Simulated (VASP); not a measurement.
**FeCu: phonons with AM05**

Crystal: FeCu.

```xyz
2
Lattice="0.0000 2.1697 2.1697 2.1697 0.0000 2.1697 2.1697 2.1697 0.0000" Properties=species:S:1:pos:R:3 pbc="T T T"
Fe    2.1697    2.1697    2.1697
Cu    0.0000    0.0000    0.0000
```

The cell was built by a generator and needn't be a form met in nature.

```
Program                : VASP 6.6.1
Task                   : phonons
Functional             : AM05
Potentials or basis    : VASP PAW PBE potentials, release 64 (Fe, Cu)
Cutoff                 : 600 eV
k mesh                 : 8 × 8 × 8
Occupations            : methfessel-paxton, width 0.2 eV
Spin                   : collinear spin, zero start
Starting moments       : [0.0, 0.0] μB
Fixed moment           : 0 μB
Further INCAR settings : ALGO = Normal; EDIFF = 1e-08; IBRION = 6; POTIM = 0.015; NSW = 1
```

| Property | Result |
| --- | --- |
| Relaxed volume | 12.44 Å³/atom |
| Relaxed cell | a = 3.277 Å, b = 3.277 Å, c = 3.277 Å, α = 60.00°, β = 60.00°, γ = 60.00° |
| Space group after relaxing (to 0.05 Å) | Fm-3m (No. 225) |
| Net moment | 0.00 μB per cell |
| Valence electrons inside the program's atomic spheres | Fe 7.17; Cu 10.15 |
| Highest phonon frequency at Γ, LO-TO splitting left out | 206 cm⁻¹ |

The path:
| step | energy change (eV) | largest force (eV/Å) | pressure (GPa) | volume (Å³) |
| --- | --- | --- | --- | --- |
| 1 | 0.0000 | 0.0000 | 49.67 | 20.43 |
| 2 | -0.0418 | 0.0000 | -21.25 | 31.29 |
| 3 | -0.5713 | 0.0000 | -1.17 | 25.06 |
| 4 | -0.5719 | 0.0000 | -0.31 | 24.92 |
| 5 | -0.5719 | 0.0000 | 0.29 | 24.83 |
| 6 | -0.5719 | 0.0000 | 0.29 | 24.83 |
| 7 | -0.5719 | 0.0000 | 0.30 | 24.83 |
| 8 | -0.5719 | 0.0000 | 0.28 | 24.83 |
| 9 | -0.5719 | 0.0000 | 0.27 | 24.83 |
| 10 | -0.5719 | 0.0000 | 0.26 | 24.83 |
| 11 | -0.5719 | 0.0000 | 0.23 | 24.83 |
| 12 | -0.5719 | 0.0000 | 0.28 | 24.83 |
| 13 | -0.5719 | 0.0000 | 0.28 | 24.83 |
| 14 | -0.5719 | 0.0000 | 0.28 | 24.83 |
| 15 | -0.5719 | 0.0000 | 0.27 | 24.83 |
| 16 | -0.5719 | 0.0000 | 0.25 | 24.83 |
| 17 | -0.5719 | 0.0000 | 0.22 | 24.84 |
| 18 | -0.5720 | 0.0000 | 0.17 | 24.85 |
| 19 | -0.5720 | 0.0000 | 0.05 | 24.86 |
| 20 | -0.5720 | 0.0000 | 0.00 | 24.87 |

Final structure:
```
Fe Cu
1.0
     0.00000    2.31688    2.31688
     2.31688    0.00000    2.31688
     2.31688    2.31688    0.00000
Fe Cu
1 1
Direct
  0.50000 0.50000 0.50000
  0.00000 0.00000 0.00000
```

Phonon frequencies in cm⁻¹ (negative: imaginary):
| q point | frequencies |
| --- | --- |
| (0.000, 0.000, 0.000) | 0 0 0 206 206 206 |

Wall time 6.9 min on 1 thread of Intel(R) Xeon(R) Platinum 8488C (Sapphire Rapids), on a shared host, peak memory 0.22 GiB.

Caveat: the volume moved by over 15 % at a fixed basis, so the end points are rough; the PAW data sets were made with another functional, which shifts forces and pressure a little; the total moment is fixed, so each spin has its own Fermi level.
